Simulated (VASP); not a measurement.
# NbSi2B6 (Fm-3m) in VASP: further runs

The runs below take NbSi2B6 through single point, relaxation of cell and atoms, with PBE.

All numbers are computed with VASP 6.6.1; they aren't measurements. Logs are shortened: lines on timing, memory, paths and dates and some standing lists are left out, and cuts for length are marked.

## 1. The undisturbed crystal

Symmetry: Fm-3m, No. 225, cubic system. The conventional cell has a = 7.076 Å, b = 7.076 Å, c = 7.076 Å, α = 90.00°, β = 90.00°, γ = 90.00°. Around Nb (site symmetry m-3m) lie 6 B at 2.28 Å. Si (site symmetry -43m) has 12 B at 2.55 Å as nearest neighbours. B (site symmetry 4mm) is surrounded by 4 B at 1.78 Å.

The cell was built by a generator and needn't be a form met in nature.

## 2. Single point, PBE (species swapped into the Cs2GeF6 type (Fm-3m, No. 225))

Contents of INCAR:

```
SYSTEM = NbSi2B6
PREC     = Accurate       ! precision mode
ENCUT    = 520            ! plane-wave cutoff, eV
EDIFF    = 1E-7           ! SCF threshold, eV
ISMEAR   = 0              ! smearing method
SIGMA    = 0.1            ! smearing width, eV
LREAL    = .FALSE.        ! projectors in reciprocal space
LASPH    = .TRUE.         ! aspherical terms in the spheres
NELM     = 100            ! most SCF steps
ALGO     = Normal         ! electronic algorithm
ISIF     = 2              ! what is computed and relaxed
LWAVE    = .FALSE.        ! write WAVECAR
LCHARG   = .FALSE.        ! write CHGCAR
GGA      = PE             ! functional
NBANDS   = 30             ! bands
```

Contents of KPOINTS:

```
Automatic mesh
0
G
  10 10 10
  0 0 0
```

Contents of POSCAR:

```
NbSi2B6
1.0
    0.0000000000      3.5378714374      3.5378714374
    3.5378714374      0.0000000000      3.5378714374
    3.5378714374      3.5378714374      0.0000000000
Nb Si B
1 2 6
Direct
    0.0000000000      0.0000000000      0.0000000000
    0.2500000000      0.2500000000      0.2500000000
    0.7500000000      0.7500000000      0.7500000000
    0.6779151027      0.3220848973      0.3220848973
    0.3220848973      0.6779151027      0.3220848973
    0.3220848973      0.6779151027      0.6779151027
    0.6779151027      0.3220848973      0.6779151027
    0.3220848973      0.3220848973      0.6779151027
    0.6779151027      0.6779151027      0.3220848973
```

Potentials or basis: VASP PAW PBE potentials, release 64 (Nb_sv, Si, B).

Command:

```bash
> cat potpaw_PBE.64/Nb_sv/POTCAR potpaw_PBE.64/Si/POTCAR potpaw_PBE.64/B/POTCAR > POTCAR
> mpirun -np 1 vasp_std > vasp.out
```

OUTCAR:

```text
SYSTEM = NbSi2B6
   PREC = Accurate
   ENCUT = 520
   EDIFF = 1E-7
   ISMEAR = 0
   LREAL = .FALSE.
   LASPH = .TRUE.
   NELM = 100
   ISIF = 2
   GGA = PE

 ion  position               nearest neighbor table
   1  0.000  0.000  0.000-   4 2.28   5 2.28   6 2.28   7 2.28   8 2.28   9 2.28   2 3.06   3 3.06
                             3 3.06   3 3.06   3 3.06   2 3.06   2 3.06   2 3.06
   2  0.250  0.250  0.250-   4 2.55   5 2.55   8 2.55   6 2.55   7 2.55   6 2.55   7 2.55   8 2.55
                             9 2.55   4 2.55   5 2.55   9 2.55   1 3.06   1 3.06   1 3.06   1 3.06
   3  0.750  0.750  0.750-   5 2.55   4 2.55   4 2.55   5 2.55   6 2.55   7 2.55   9 2.55   6 2.55
                             9 2.55   7 2.55   8 2.55   8 2.55   1 3.06   1 3.06   1 3.06   1 3.06
   4  0.678  0.322  0.322-   5 1.78   7 1.78   8 1.78   9 1.78   1 2.28   2 2.55   3 2.55   3 2.55
                             2 2.55
   5  0.322  0.678  0.322-   4 1.78   6 1.78   8 1.78   9 1.78   1 2.28   2 2.55   3 2.55   3 2.55
                             2 2.55
   6  0.322  0.678  0.678-   5 1.78   7 1.78   8 1.78   9 1.78   1 2.28   2 2.55   3 2.55   2 2.55
                             3 2.55
   7  0.678  0.322  0.678-   4 1.78   6 1.78   8 1.78   9 1.78   1 2.28   2 2.55   3 2.55   2 2.55
                             3 2.55
   8  0.322  0.322  0.678-   4 1.78   5 1.78   6 1.78   7 1.78   1 2.28   2 2.55   2 2.55   3 2.55
                             3 2.55
   9  0.678  0.678  0.322-   4 1.78   5 1.78   6 1.78   7 1.78   1 2.28   3 2.55   2 2.55   2 2.55
                             3 2.55

  LATTYP: Found a face centered cubic cell.
 ALAT       =     7.0757428748

  Lattice vectors:

 A1 = (   0.0000000000,   3.5378714374,   3.5378714374)
 A2 = (   3.5378714374,   0.0000000000,   3.5378714374)
 A3 = (   3.5378714374,   3.5378714374,   0.0000000000)

Analysis of symmetry for initial positions (statically):
=====================================================================
 Subroutine PRICEL returns:
 Original cell was already a primitive cell.

 Routine SETGRP: Setting up the symmetry group for a
 face centered cubic supercell.

 Subroutine GETGRP returns: Found 48 space group operations
 (whereof 48 operations were pure point group operations)
 out of a pool of 48 trial point group operations.

The static configuration has the point symmetry O_h .

Analysis of symmetry for dynamics (positions and initial velocities):
=====================================================================
 Subroutine PRICEL returns:
 Original cell was already a primitive cell.

 Routine SETGRP: Setting up the symmetry group for a
 face centered cubic supercell.

 Subroutine GETGRP returns: Found 48 space group operations
 (whereof 48 operations were pure point group operations)
[... 131 lines left out ...]
   ISMEAR =     0;   SIGMA  =   0.10  broadening in eV -4-tet -1-fermi 0-gaus
   EFERMI_NEDOS =   21; number of points for ismear=-14 and -15
   IALGO  =     38    algorithm
   IMIX   =      4    mixing-type and parameters
     AMIX     =   0.40;   BMIX     =  1.00
     AMIX_MAG =   1.60;   BMIX_MAG =  1.00
  volume/ion in A,a.u.               =       9.84        66.41
  Fermi-wavevector in a.u.,A,eV,Ry     =   1.245502  2.353657 21.106370  1.551274
  Thomas-Fermi vector in A             =   2.379721
   LORBIT       =      0    0 simple, 1 ext, 2 COOP (PROOUT), +10 PAW based schemes
   GGA     = PE    functional components
   LHFCALC =     F    Hartree Fock is set to
   AEXX    =    0.0000 exact exchange contribution
   IVDW    =     0    specifies the selected vdW correction
   LEPSILON=     F    determine dielectric tensor
   LRPA    =     F    only Hartree local field effects (RPA)
 non-spin polarized calculation
 Gauss-broadening in eV      SIGMA  =   0.10
  energy-cutoff  :      520.00
  volume of cell :       88.56
 maximum number of plane-waves:      2421
 NGX is ok and might be reduce to    40
   NGX = 19   NGY = 19   NGZ = 19

 number of electron      39.0000000 magnetization

 Free energy of the ion-electron system (eV)
  ---------------------------------------------------
  ext. energy  EPLUGINS =         0.00000000
  ---------------------------------------------------
  free energy    TOTEN  =       -55.93481366 eV

  energy without entropy =      -55.92007382  energy(sigma->0) =      -55.92744374

 E-fermi :   8.6472     XC(G=0): -11.8679

 val. band max:        8.6290842462   @ k =  -0.3000   0.3000   0.1000
 cond. band min:       8.6794644501   @ k =  -0.3000   0.4000   0.2000
 fundamental gap:      0.0503802039
 Fermi energy:         8.6471891662

 k-point     1 :       0.0000    0.0000    0.0000
  band No.  band energies     occupation
      1     -45.3951      2.00000
      2     -21.5711      2.00000
      3     -21.5711      2.00000
      4     -21.5711      2.00000
      5      -6.8084      2.00000
      6      -0.7047      2.00000
[... 781 lines left out ...]
     29      13.8092      0.00000
     30      15.6255      0.00000

 [... further k-points ...]

------------------------ aborting loop because EDIFF is reached ----------------------------------------

  FORCE on cell =-STRESS in cart. coord.  units (eV):
  Direction    XX          YY          ZZ          XY          YZ          ZX
  --------------------------------------------------------------------------------------
  -------------------------------------------------------------------------------------
  Total       -0.0313633     -0.0313633     -0.0313633      0.0000000      0.0000000      0.0000000
  in kB       -0.5673832     -0.5673832     -0.5673832      0.0000000      0.0000000      0.0000000
  external PRESSURE =      -0.5673832 kB  Pullay stress =       0.0000000 kB

 VOLUME and BASIS-vectors are now :
 -----------------------------------------------------------------------------
  energy-cutoff  :      520.00
  volume of cell :       88.56
      direct lattice vectors                 reciprocal lattice vectors
     0.000000000  3.537871437  3.537871437    -0.141327917  0.141327917  0.141327917
     3.537871437  0.000000000  3.537871437     0.141327917 -0.141327917  0.141327917
     3.537871437  3.537871437  0.000000000     0.141327917  0.141327917 -0.141327917

 POSITION                                       TOTAL-FORCE (eV/Angst)
 -----------------------------------------------------------------------------------
      0.00000      0.00000      0.00000         0.000000     -0.000000      0.000000
      1.76894      1.76894      1.76894         0.000000      0.000000      0.000000
      5.30681      5.30681      5.30681         0.000000     -0.000000      0.000000
      2.27899      3.53787      3.53787        -0.020497     -0.000000      0.000000
      3.53787      2.27899      3.53787         0.000000     -0.020497      0.000000
      4.79675      3.53787      3.53787         0.020497     -0.000000      0.000000
      3.53787      4.79675      3.53787         0.000000      0.020497      0.000000
      3.53787      3.53787      2.27899         0.000000     -0.000000     -0.020497
      3.53787      3.53787      4.79675         0.000000     -0.000000      0.020497
 -----------------------------------------------------------------------------------
    total drift:                               -0.000000      0.000000      0.000000

  FREE ENERGIE OF THE ION-ELECTRON SYSTEM (eV)
  ---------------------------------------------------
  free  energy   TOTEN  =       -55.9348136615 eV

  energy  without entropy=      -55.9200738220  energy(sigma->0) =      -55.92744374
```

stdout:

```text
POSCAR found type information on POSCAR NbSiB
 POSCAR found :  3 types and       9 ions
 scaLAPACK will be used
 LDA part: xc-table for (Slater+PW92), standard interpolation
 POSCAR, INCAR and KPOINTS ok, starting setup
 FFT: planning ... GRIDC
 FFT: planning ... GRID_SOFT
 FFT: planning ... GRID
 WAVECAR not read
 entering main loop
```

Run time: 1.8 min. Hardware: 1 thread of AMD EPYC 9R45 (Zen 5), shared host; peak memory 0.26 GiB.

Results:

| Quantity | Value |
| --- | --- |
| Free energy | -55.9348 eV |
| Pressure | -0.1 GPa |
| Largest force | 0.020 eV/Å |
| Band gap on the k mesh | none (metal or under the smearing width) |

Forces in eV/Å, atoms in the order of the input:
```
Nb   0.000  0.000  0.000
Si   0.000  0.000  0.000
Si   0.000  0.000  0.000
B   -0.020  0.000  0.000
B    0.000 -0.020  0.000
B    0.020  0.000  0.000
B    0.000  0.020  0.000
B    0.000  0.000 -0.020
B    0.000  0.000  0.020
```

Levels at points of the mesh, in eV from the Fermi level:
```csv
k point,band 16,band 17,band 18,band 19,band 20,band 21,band 22,band 23,band 24,band 25
"(0.00, 0.00, 0.00)",-1.53,-1.53,-1.53,1.58,2.04,2.04,2.04,3.98,3.98,3.98
"(0.50, 0.00, 0.00)",-2.25,-1.91,-1.91,-1.81,-1.81,0.81,1.98,4.31,4.51,4.51
"(0.50, 0.50, 0.00)",-1.56,-1.56,-0.73,-0.73,1.02,1.05,1.40,1.99,2.48,2.80
```

## 3. Relaxation of cell and atoms, PBE (species swapped into the Cs2GeF6 type (Fm-3m, No. 225))

Contents of INCAR:

```
PREC = Accurate
ENCUT = 600
EDIFF = 1E-6
ISMEAR = 0
SIGMA = 0.1
LREAL = False
LASPH = True
NELM = 60
ALGO = Fast
ISIF = 3
LWAVE = False
LCHARG = False
GGA = PE
IBRION = 2
NSW = 100
EDIFFG = -0.01
```

Contents of KPOINTS:

```
regular mesh
0
Gamma
  10 10 10
```

Contents of POSCAR:

```
NbSi2B6
1.0
    0.0000000000      3.5450352864      3.5450352864
    3.5450352864      0.0000000000      3.5450352864
    3.5450352864      3.5450352864      0.0000000000
Nb Si B
1 2 6
Direct
    0.0000000000      0.0000000000      0.0000000000
    0.2500000000      0.2500000000      0.2500000000
    0.7500000000      0.7500000000      0.7500000000
    0.6775661975      0.3224338025      0.3224338025
    0.3224338025      0.6775661975      0.3224338025
    0.3224338025      0.6775661975      0.6775661975
    0.6775661975      0.3224338025      0.6775661975
    0.3224338025      0.3224338025      0.6775661975
    0.6775661975      0.6775661975      0.3224338025
```

Potentials or basis: VASP PAW PBE potentials, release 64 (Nb_sv, Si, B).

Command:

```bash
> cat potpaw_PBE.64/Nb_sv/POTCAR potpaw_PBE.64/Si/POTCAR potpaw_PBE.64/B/POTCAR > POTCAR
> mpirun -np 1 vasp_std > vasp.out
```

It took 4.6 min on 1 thread of AMD EPYC 9R45 (Zen 5), shared host; peak memory 0.29 GiB.

It converged, with:

* Free energy: -55.9408 eV
* Relaxed volume: 9.83 Å³/atom
* Relaxed cell: a = 5.002 Å, b = 5.002 Å, c = 5.002 Å, α = 60.00°, β = 60.00°, γ = 60.00°
* Space group after relaxing (to 0.05 Å): Fm-3m (No. 225)
* Energy gained by relaxing: 0.3 meV/atom
* Ionic steps: 3
* Pressure after relaxing: 0.0 GPa
* Largest force after relaxing: 0.009 eV/Å
* Band gap on the k mesh: none (metal or under the smearing width)

Forces in eV/Å, atoms in the order of the input:
```
Nb   0.000  0.000  0.000
Si   0.000  0.000  0.000
Si   0.000  0.000  0.000
B   -0.009  0.000  0.000
B    0.000 -0.009  0.000
B    0.009  0.000  0.000
B    0.000  0.009  0.000
B    0.000  0.000 -0.009
B    0.000  0.000  0.009
```

The path:
| step | energy change (eV) | largest force (eV/Å) | pressure (GPa) | volume (Å³) |
| --- | --- | --- | --- | --- |
| 1 | 0.0000 | 0.0709 | -0.89 | 89.10 |
| 2 | -0.0023 | 0.0007 | 0.17 | 88.40 |
| 3 | -0.0024 | 0.0086 | 0.05 | 88.48 |

Final structure:
```
Nb Si B
1.0
     0.00000    3.53679    3.53679
     3.53679    0.00000    3.53679
     3.53679    3.53679    0.00000
Nb Si B
1 2 6
Direct
  0.00000 0.00000 0.00000
  0.25000 0.25000 0.25000
  0.75000 0.75000 0.75000
  0.67799 0.32201 0.32201
  0.32201 0.67799 0.32201
  0.32201 0.67799 0.67799
  0.67799 0.32201 0.67799
  0.32201 0.32201 0.67799
  0.67799 0.67799 0.32201
```

Levels at points of the mesh, in eV from the Fermi level:
```
           k point  band 16  band 17  band 18  band 19  band 20  band 21  band 22  band 23  band 24
(0.00, 0.00, 0.00)    -1.53    -1.53    -1.53     1.59     2.04     2.04     2.04     3.98     3.98
(0.50, 0.00, 0.00)    -2.26    -1.91    -1.91    -1.81    -1.81     0.81     1.98     4.31     4.54
(0.50, 0.50, 0.00)    -1.56    -1.56    -0.74    -0.74     1.02     1.04     1.40     1.99     2.48
```

## 4. Single point, PBE (species swapped into the Cs2GeF6 type (Fm-3m, No. 225))

Contents of INCAR:

```
SYSTEM = NbSi2B6
ALGO     = Fast           ! electronic algorithm
EDIFF    = 1E-6           ! SCF threshold, eV
ENCUT    = 520            ! plane-wave cutoff, eV
GGA      = PE             ! functional
ISIF     = 2              ! what is computed and relaxed
ISMEAR   = 0              ! smearing method
LASPH    = .TRUE.         ! aspherical terms in the spheres
LCHARG   = .FALSE.        ! write CHGCAR
LREAL    = .FALSE.        ! projectors in reciprocal space
LWAVE    = .FALSE.        ! write WAVECAR
NBANDS   = 30             ! bands
NELM     = 100            ! most SCF steps
PREC     = Accurate       ! precision mode
SIGMA    = 0.1            ! smearing width, eV
```

Contents of KPOINTS:

```
k-points
0
G
  4 4 4
  0 0 0
```

Contents of POSCAR:

```
NbSi2B6
1.0
    0.0000000000      3.5206307000      3.5206307000
    3.5206307000      0.0000000000      3.5206307000
    3.5206307000      3.5206307000      0.0000000000
Nb Si B
1 2 6
Direct
    0.0000000000      0.0000000000      0.0000000000
    0.2500000000      0.2500000000      0.2500000000
    0.7500000000      0.7500000000      0.7500000000
    0.8000000000      0.2000000000      0.2000000000
    0.2000000000      0.8000000000      0.2000000000
    0.2000000000      0.8000000000      0.8000000000
    0.8000000000      0.2000000000      0.8000000000
    0.2000000000      0.2000000000      0.8000000000
    0.8000000000      0.8000000000      0.2000000000
```

Command:

```bash
> cat potpaw_PBE.64/Nb_sv/POTCAR potpaw_PBE.64/Si/POTCAR potpaw_PBE.64/B/POTCAR > POTCAR
> mpirun -np 1 vasp_std > vasp.out
```

Wall time 38 s (1 thread of AMD EPYC 9R45 (Zen 5), shared host); peak memory 0.2 GiB.

It converged, with:

```yaml
Free_energy: 4.3942 eV
Pressure: 163.6 GPa
Largest_force: 33.488 eV/Å
Band_gap_on_the_k_mesh: none (metal or under the smearing width)
```

Forces on the atoms (eV/Å):
```
Nb    0.000   0.000   0.000
Si    0.000   0.000   0.000
Si    0.000   0.000   0.000
B    33.488   0.000   0.000
B     0.000  33.488   0.000
B   -33.488   0.000   0.000
B     0.000 -33.488   0.000
B     0.000   0.000  33.488
B     0.000   0.000 -33.488
```

Levels at points of the mesh, in eV from the Fermi level:
```tsv
k point	band 16	band 17	band 18	band 19	band 20	band 21	band 22	band 23
(0.00, 0.00, 0.00)	-2.90	-2.90	-1.21	-1.21	-0.23	-0.23	-0.23	-0.18
(0.50, 0.00, 0.00)	-3.43	-3.27	-1.42	-1.42	0.24	1.42	1.68	1.68
(0.50, 0.50, 0.00)	-1.48	-0.87	-0.87	0.31	0.36	0.85	0.85	1.22
```

Caveat: the k mesh is coarse (spacing up to 0.39 Å⁻¹), so the values aren't converged; a pressure of tens of GPa on the cell as given is suspect, and the run, the potentials or the cell itself is likely at fault; forces of over 1 eV/Å show positions far from the minimum, so gaps and moduli don't describe the material at rest.

## 5. Single point, PBE (species swapped into the Cs2GeF6 type (Fm-3m, No. 225))

INCAR, as its differences from that of step 4:

```diff
@@ -1,4 +1,4 @@
 SYSTEM = NbSi2B6
-ALGO     = Fast           ! electronic algorithm
-EDIFF    = 1E-6           ! SCF threshold, eV
+ALGO     = Normal         ! electronic algorithm
+EDIFF    = 1E-7           ! SCF threshold, eV
 ENCUT    = 520            ! plane-wave cutoff, eV
@@ -12,3 +12,3 @@
 NBANDS   = 30             ! bands
-NELM     = 100            ! most SCF steps
+NELM     = 80             ! most SCF steps
 PREC     = Accurate       ! precision mode
```

KPOINTS is that of step 4.

Contents of POSCAR:

```
NbSi2B6
1.0
    0.0000000000      3.5450352864      3.5450352864
    3.5450352864      0.0000000000      3.5450352864
    3.5450352864      3.5450352864      0.0000000000
Nb Si B
1 2 6
Direct
    0.0000000000      0.0000000000      0.0000000000
    0.2500000000      0.2500000000      0.2500000000
    0.7500000000      0.7500000000      0.7500000000
    0.6775661975      0.3224338025      0.3224338025
    0.3224338025      0.6775661975      0.3224338025
    0.3224338025      0.6775661975      0.6775661975
    0.6775661975      0.3224338025      0.6775661975
    0.3224338025      0.3224338025      0.6775661975
    0.6775661975      0.6775661975      0.3224338025
```

Command:

```bash
> cat potpaw_PBE.64/Nb_sv/POTCAR potpaw_PBE.64/Si/POTCAR potpaw_PBE.64/B/POTCAR > POTCAR
> mpirun -np 1 vasp_std > vasp.out
```

It took 23 s on 1 thread of AMD EPYC 9R45 (Zen 5), shared host; peak memory 0.2 GiB.

Results (log left out):

| Item | Value |
| --- | --- |
| Free energy | -55.6888 eV |
| Pressure | 0.0 GPa |
| Largest force | 0.023 eV/Å |
| Band gap on the k mesh | none (metal or under the smearing width) |

Forces in eV/Å, atoms in the order of the input:
```
Nb   0.000  0.000  0.000
Si   0.000  0.000  0.000
Si   0.000  0.000  0.000
B   -0.023  0.000  0.000
B    0.000 -0.023  0.000
B    0.023  0.000  0.000
B    0.000  0.023  0.000
B    0.000  0.000 -0.023
B    0.000  0.000  0.023
```

Levels at points of the mesh, in eV from the Fermi level:
| k point | band 16 | band 17 | band 18 | band 19 | band 20 | band 21 | band 22 | band 23 | band 24 | band 25 |
| --- | --- | --- | --- | --- | --- | --- | --- | --- | --- | --- |
| (0.00, 0.00, 0.00) | -1.68 | -1.68 | -1.68 | 1.38 | 1.86 | 1.86 | 1.86 | 3.78 | 3.78 | 3.78 |
| (0.50, 0.00, 0.00) | -2.39 | -2.06 | -2.06 | -1.97 | -1.97 | 0.63 | 1.81 | 4.12 | 4.33 | 4.33 |
| (0.50, 0.50, 0.00) | -1.72 | -1.72 | -0.88 | -0.88 | 0.83 | 0.91 | 1.21 | 1.83 | 2.29 | 2.63 |

Caveat: the k mesh is coarse (spacing up to 0.38 Å⁻¹), so the values aren't converged.

## 6. Summary

| task | cell | k mesh | cutoff (eV) | mesh quality | gap on the mesh (eV) | pressure (GPa) | largest force (eV/Å) |
| --- | --- | --- | --- | --- | --- | --- | --- |
| single point | species swapped into the Cs2GeF6 type (Fm-3m, No. 225) | 10 × 10 × 10 | 520 | not flagged | none | -0.1 | 0.02 |
| relaxation of cell and atoms | relaxed from: species swapped into the Cs2GeF6 type (Fm-3m, No. 225) | 10 × 10 × 10 | 600 | not flagged | none | 0.0 | 0.01 |
| single point | species swapped into the Cs2GeF6 type (Fm-3m, No. 225) | 4 × 4 × 4 | 520 | coarse | none | 0.0 | 0.02 |

Alike in all rows: level PBE; potentials or basis VASP PAW PBE potentials, release 64 (Nb_sv, Si, B); no spin polarisation; smearing gaussian 0.1 eV.

Caveats: some runs use coarse meshes.

Total energies depend on the potentials used, so only differences within one code and one set of settings carry meaning.
